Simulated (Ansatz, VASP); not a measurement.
**Zn2P in two plane-wave programs**

Wanted: the spread between two codes on one cell, functional and k mesh. The cell is invented: other elements were put on sites of a known structure type. It may not be a known or stable phase. The cell is taken from a series of VASP runs on this material, whose earlier steps may have relaxed, scaled or displaced it; both programs get it as it stands.

Calculated with Ansatz 0.2.0; plane waves, with VASP 6.6.1 beside it; band structure at HSE06.

## Step 1: Starting point

It takes space group F-43m (No. 216, cubic). Conventional cell: a = 5.818 Å, b = 5.818 Å, c = 5.818 Å, α = 90.00°, β = 90.00°, γ = 90.00°. Zn has 4 Zn at 2.52 Å and 4 P at 2.52 Å nearest. Zn has 4 Zn at 2.52 Å and 6 P at 2.91 Å nearest. Nearest to P lie 10 Zn at 2.52 to 2.91 Å. Farther neighbours are not listed.

Coordinates:

```cif
data_structure
_symmetry_space_group_name_H-M 'F-43m'
_symmetry_Int_Tables_number 216
_cell_length_a 5.8181
_cell_length_b 5.8181
_cell_length_c 5.8181
_cell_angle_alpha 90.000
_cell_angle_beta 90.000
_cell_angle_gamma 90.000
_cell_volume 196.94
loop_
_atom_site_label
_atom_site_type_symbol
_atom_site_symmetry_multiplicity
_atom_site_Wyckoff_symbol
_atom_site_fract_x
_atom_site_fract_y
_atom_site_fract_z
_atom_site_occupancy
Zn1 Zn 4 c 0.25000 0.25000 0.25000 1
Zn2 Zn 4 b 0.50000 0.00000 0.00000 1
P1 P 4 a 0.00000 0.00000 0.00000 1
```

## Step 2: VASP: band structure, HSE06

With cell and atoms fixed, the geometry can't cause a difference; cores, projectors, grids and the points listed under the comparison can.

Lines of VASP's logs that name or quote its potential files are left out, and so is its time.

The run reads the wave functions of an earlier VASP run, which isn't shown here.

The input, INCAR:

```
SYSTEM = Zn2P
PREC = Accurate
ENCUT = 400
EDIFF = 1E-06
NELM = 100
ISMEAR = -1
SIGMA = 0.05
LREAL = .FALSE.
ALGO = Normal
LHFCALC = .TRUE.
AEXX = 0.25
GGA = PE
HFSCREEN = 0.2
LASPH = .TRUE.
NBANDS = 20
PRECFOCK = Fast
LORBIT = 11
LWAVE = .FALSE.
LCHARG = .FALSE.
```

The input, POSCAR:

```
Zn2P
1.0
    0.0000000000      2.9090437101      2.9090437101
    2.9090437101      0.0000000000      2.9090437101
    2.9090437101      2.9090437101      0.0000000000
Zn P
2 1
Direct
    0.7500000000      0.7500000000      0.7500000000
    0.5000000000      0.5000000000      0.5000000000
    0.0000000000      0.0000000000      0.0000000000
```

The input, KPOINTS:

```
Automatic mesh
0
Gamma
4 4 4
0 0 0
```

The input, KPOINTS_OPT:

```
Line mode
6
Line-mode
Reciprocal
  0.00000000   0.00000000   0.00000000 GAMMA
  0.50000000   0.00000000   0.50000000 X

  0.50000000   0.00000000   0.50000000 X
  0.50000000   0.25000000   0.75000000 W

  0.50000000   0.25000000   0.75000000 W
  0.37500000   0.37500000   0.75000000 K

  0.37500000   0.37500000   0.75000000 K
  0.00000000   0.00000000   0.00000000 GAMMA

  0.00000000   0.00000000   0.00000000 GAMMA
  0.50000000   0.50000000   0.50000000 L

  0.50000000   0.50000000   0.50000000 L
  0.62500000   0.25000000   0.62500000 U

  0.62500000   0.25000000   0.62500000 U
  0.50000000   0.25000000   0.75000000 W

  0.50000000   0.25000000   0.75000000 W
  0.50000000   0.50000000   0.50000000 L

  0.50000000   0.50000000   0.50000000 L
  0.37500000   0.37500000   0.75000000 K

  0.62500000   0.25000000   0.62500000 U
  0.50000000   0.00000000   0.50000000 X
```

PAW data sets: Zn and P (PBE family, release 64).

Started as:

```sh
$ mpirun -np 1 vasp_std
```

Numbers of over 12 decimals in the logs are rounded to 6 here.

The program printed:

```text
[banner, memory and clock lines left out]
running    1 mpi-ranks, on    1 nodes
 distrk:  each k-point on    1 cores,    1 groups
 distr:  one band on    1 cores,    1 groups

 POSCAR found type information on POSCAR ZnP
 POSCAR found :  2 types and       3 ions
 LDA part: xc-table for (Slater+PW92), standard interpolation
 found WAVECAR, reading the header
 POSCAR, INCAR and KPOINTS ok, starting setup
 FFT: planning ... GRIDC
 FFT: planning ... GRID_SOFT
 FFT: planning ... GRID
 reading WAVECAR
 the WAVECAR file was read successfully
 initial charge from wavefunction
 entering main loop
       N       E                     dE             d eps       ncg     rms          rms(c)
DAV:   1    -0.846876433530E+01   -0.84688E+01   -0.12030E+00   412   0.299E+01    0.226E+00
DAV:   2    -0.841190233900E+01    0.56862E-01   -0.44351E-01   384   0.126E+01    0.100E+00
DAV:   3    -0.841599312002E+01   -0.40908E-02   -0.46550E-02   400   0.332E+00    0.688E-01
DAV:   4    -0.841590972122E+01    0.83399E-04   -0.42213E-03   368   0.767E-01    0.350E-01
DAV:   5    -0.841579998377E+01    0.10974E-03   -0.34420E-04   428   0.209E-01    0.197E-01
DAV:   6    -0.841577034777E+01    0.29636E-04   -0.63153E-05   348   0.726E-02    0.114E-01
DAV:   7    -0.841575345890E+01    0.16889E-04   -0.58458E-06   380   0.272E-02    0.643E-02
DAV:   8    -0.841574615313E+01    0.73058E-05   -0.31746E-06   340   0.101E-02    0.354E-02
DAV:   9    -0.841574297277E+01    0.31804E-05   -0.76856E-07   180   0.508E-03    0.201E-02
DAV:  10    -0.841574183019E+01    0.11426E-05   -0.32170E-07   176   0.397E-03    0.110E-02
DAV:  11    -0.841574123823E+01    0.59196E-06   -0.85728E-08   168   0.296E-03
   1 F= -.84157412E+01 E0= -.84102317E+01  d E =-.110191E-01
 Start KPOINTS_OPT (optional k-point list driver)
k-point batch [1-8\60]
       N       E                     dE             ncg
DAV:   1     0.461435652252E+03   -0.37662E+04      320
DAV:   2    -0.910661853359E+03   -0.13721E+04      320
DAV:   3    -0.997797150521E+03   -0.87135E+02      360
DAV:   4    -0.999866633928E+03   -0.20695E+01      356
DAV:   5    -0.999890573457E+03   -0.23940E-01      372
DAV:   6    -0.999891000668E+03   -0.42721E-03      360
DAV:   7    -0.999891009635E+03   -0.89666E-05      376
DAV:   8    -0.999891009876E+03   -0.24075E-06      260
[...]
k-point batch [57-60\60]
       N       E                     dE             ncg
DAV:   1     0.392561416597E+04   -0.32738E+04      160
DAV:   2     0.325512582099E+04   -0.67049E+03      160
DAV:   3     0.321791902398E+04   -0.37207E+02      184
DAV:   4     0.321728562237E+04   -0.63340E+00      180
DAV:   5     0.321727869540E+04   -0.69270E-02      192
DAV:   6     0.321727858668E+04   -0.10873E-03      188
DAV:   7     0.321727858439E+04   -0.22841E-05      184
DAV:   8     0.321727858434E+04   -0.54386E-07      112
```

Parts of OUTCAR (step 2):

```text
ion  position               nearest neighbor table
   1  0.750  0.750  0.750-   2 2.52   2 2.52   3 2.52   3 2.52   3 2.52   3 2.52   2 2.52   2 2.52

  LATTYP: Found a face centered cubic cell.
 ALAT       =     5.8180874202

 Subroutine GETGRP returns: Found 24 space group operations
 (whereof 24 operations were pure point group operations)

The static configuration has the point symmetry T_d .

 Found      8 irreducible k-points:

   k-points           NKPTS =      8   k-points in BZ     NKDIM =     64   number of bands    NBANDS=     20

   dimension x,y,z NGX =    28 NGY =   28 NGZ =   28
   dimension x,y,z NGXF=    56 NGYF=   56 NGZF=   56

   ENCUT  =  400.0 eV  29.40 Ry    5.42 a.u.   6.71  6.71  6.71*2*pi/ulx,y,z

   NELECT =      29.0000    total number of electrons

 k-points in reciprocal lattice and weights: Automatic mesh
   0.00000000  0.00000000  0.00000000       0.016
   0.25000000  0.00000000  0.00000000       0.125
   0.50000000  0.00000000  0.00000000       0.062
   0.25000000  0.25000000  0.00000000       0.094
   0.50000000  0.25000000  0.00000000       0.375
  -0.25000000  0.25000000  0.00000000       0.188
   0.50000000  0.50000000  0.00000000       0.047
  -0.25000000  0.50000000  0.25000000       0.094

  exchange ACFDT corr.  =         0.00000000  see jH, gK, PRB 81, 115126

 average (electrostatic) potential at core
       1 -28.2498       2 -27.9317       3 -81.2504

 E-fermi :   3.8952

 k-point     1 :       0.0000    0.0000    0.0000
  band No.  band energies     occupation
    ...
     11      -5.0344      2.00000
     12       2.6374      2.00000
     13       3.0074      2.00000
     14       3.0074      2.00000
     15       3.0074      2.00000
     16       7.8447      0.00000
     17       7.8447      0.00000
     18       7.8447      0.00000
     19      11.5572      0.00000
     20      11.6725      0.00000

 k-point     2 :       0.2500    0.0000    0.0000
  band No.  band energies     occupation
    ...
     10      -5.0228      2.00000
     11      -5.0228      2.00000
     12      -1.1748      2.00000
     13       2.6410      2.00000
     14       2.6410      2.00000
     15       4.5665      0.00000
     16       7.5063      0.00000
     17       7.5063      0.00000
     18       7.8567      0.00000
     19      11.0956      0.00000
    ...

 k-point     3 :       0.5000    0.0000    0.0000
  band No.  band energies     occupation
    ...
     10      -5.0315      2.00000
     11      -5.0315      2.00000
     12      -3.8064      2.00000
     13       2.3973      2.00000
     14       2.3973      2.00000
     15       4.3847      0.00011
     16       6.5898      0.00000
     17       6.5898      0.00000
     18       8.0540      0.00000
     19      13.3887      0.00000
    ...

  energy-cutoff  :      400.00
  volume of cell :       49.24
      direct lattice vectors                 reciprocal lattice vectors
     0.000000000  2.909043710  2.909043710    -0.171877789  0.171877789  0.171877789
     2.909043710  0.000000000  2.909043710     0.171877789 -0.171877789  0.171877789
     2.909043710  2.909043710  0.000000000     0.171877789  0.171877789 -0.171877789

 POSITION                                       TOTAL-FORCE (eV/Angst)
 -----------------------------------------------------------------------------------
      4.36357      4.36357      4.36357        -0.000000     -0.000000     -0.000000
      2.90904      2.90904      2.90904         0.000000      0.000000      0.000000
      0.00000      0.00000      0.00000         0.000000      0.000000      0.000000
 -----------------------------------------------------------------------------------
    total drift:                               -0.000010     -0.000019     -0.000003

  FREE ENERGIE OF THE ION-ELECTRON SYSTEM (eV)
  ---------------------------------------------------
  free  energy   TOTEN  =        -8.4157412382 eV

  energy  without entropy=       -8.4047221315  energy(sigma->0) =       -8.41023168

 total charge
# of ion       s       p       d       tot
------------------------------------------
    1        0.533   0.557   9.798  10.888
    2        0.639   0.343   9.787  10.769
    3        1.060   1.371   0.000   2.431
--------------------------------------------------
tot          2.231   2.271  19.585  24.088

[... 3 further parts left out ...]
```

[end of part 1 of 2]

[Lines on the potential files, build, host, timing and source positions are cut from VASP's logs without a mark.]

[Logs are printed without paths, hosts, clocks, repeated set-up lines and the standing remarks that a program may print on its own settings, such as how far it seeks lower states.]

[Hosts, paths, dates, database ids (printed as entryN), source tags and the programs' standing remarks are cut or masked in the printed files.]
